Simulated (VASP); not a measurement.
Given:

```xyz
4
Lattice="3.6832 0.0000 0.0000 0.0000 3.6832 0.0000 0.0000 0.0000 3.6832" Properties=species:S:1:pos:R:3 pbc="T T T"
Cu     0.0000     1.8416     1.8416
Cu     1.8416     0.0000     1.8416
Cu     1.8416     1.8416     0.0000
Au     0.0000     0.0000     0.0000
```

All values below come from PBEsol GGA, VASP's PBE PAW potentials (set 64) (plane waves; VASP). Settings: 500 eV cut-off, 8×8×8 Γ-centred mesh, first-order Methfessel-Paxton smearing of 0.10 eV, potentials Cu Au.

Unless said otherwise, spin-orbit coupling is left out, though it shifts the bands of the heavy elements here.

Question: What does the run give for the energy per atom (σ→0), pressure, band gap (on the k-mesh) with the smallest direct gap where there is one?

Answer: 
```json
{
 "band gap (on the k-mesh)": "none (metal, semimetal or under 0.01 eV)",
 "energy per atom (σ→0)": "-4.252 eV/atom",
 "pressure": "5.04 GPa"
}
```

The absolute energy has meaning only against runs of the same code, potentials and settings.

The compound is Cu3Au in the L1_2 structure. It was relaxed first under an external pressure of 5 GPa.
